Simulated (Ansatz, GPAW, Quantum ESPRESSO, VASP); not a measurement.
## InSe (P-6m2, 8 atoms in the cell) computed with different codes at matched settings

Self-consistent single point, at a second geometry (lattice scaled by 0.98). First geometry:

```xyz
8
Lattice="4.0473 0.0000 0.0000 -2.0237 3.5051 0.0000 0.0000 0.0000 18.0521" Properties=species:S:1:pos:R:3 pbc="T T T"
In     0.0000     0.0000    10.4231
In     0.0000     0.0000     7.6290
In     0.0000     2.3367    16.6550
In     0.0000     2.3367     1.3970
Se     2.0237     1.1684    15.3984
Se     2.0237     1.1684     2.6537
Se     0.0000     2.3367    11.6800
Se     0.0000     2.3367     6.3720
```

Shared settings, as Ansatz (an electronic-structure program) writes them: kpoints.mp_grid.grid = 5 5 1; scf.occupations.method = fermi_dirac; scf.occupations.width = 0.01 eV. Potentials and cutoffs stand in the table.

```csv
code,model,ΔF from the first geometry (meV/atom),pressure (GPa),largest force (eV/Å),gap on the mesh (eV),cutoff
Quantum ESPRESSO,"LDA (PZ), GBRV 1.5 ultrasoft (LDA) pseudopotentials",-10.9,0.02,0.334,0.634,40 Ry
VASP,"LDA (PZ), VASP's LDA PAW potentials (set 64)",-8.8,0.48,0.360,0.665,300 eV
GPAW,"LDA (Perdew-Wang 92), GPAW PAW datasets LDA (gpaw-data 1.0.1)",-12.9,0.22,0.305,0.645,550 eV
Ansatz,"LDA (PW92), PAW files made with PBE",-10.7,0.55,0.326,0.653,420 eV
```

For Quantum ESPRESSO (by 0.5 GPa) the energy change implies a higher mean pressure, against the two pressures, than for the other programs: a sign of finite-basis (Pulay) stress.

Size of the force on each atom (eV/Å): Sizes of forces hide their directions.

| code | In1 | In2 | In3 | In4 | Se5 | Se6 | Se7 | Se8 |
|---|---|---|---|---|---|---|---|---|
| Quantum ESPRESSO | 0.235 | 0.235 | 0.238 | 0.238 | 0.334 | 0.334 | 0.333 | 0.333 |
| VASP | 0.235 | 0.235 | 0.238 | 0.238 | 0.360 | 0.360 | 0.359 | 0.359 |
| GPAW | 0.243 | 0.243 | 0.246 | 0.246 | 0.305 | 0.305 | 0.305 | 0.305 |
| Ansatz | 0.217 | 0.217 | 0.220 | 0.220 | 0.326 | 0.326 | 0.325 | 0.325 |

Gaps are read on the mesh.

The spread over the programs that give each value: ΔF from the first geometry within 4.1 meV/atom; pressure within 0.53 GPa; largest force within 0.055 eV/Å; gap on the mesh within 0.031 eV.

Ansatz's pressure is given at a fixed set of plane waves, as the other plane-wave codes print theirs. The same LDA comes in different parametrisations, which differ slightly.

VASP's run is marked for a possible Pulay error in its stress at this cutoff; no cutoff test was made.

The starting cell comes from a database of computed structures (which also holds hypothetical and non-ambient phases and stackings), without a prior relaxation at this level. For this run, on top of that: lattice scaled by 0.98.

Left out of this page: CP2K, Elk and SIESTA (not drawn, or without a comparable value).

Keys are those of Ansatz 0.2.
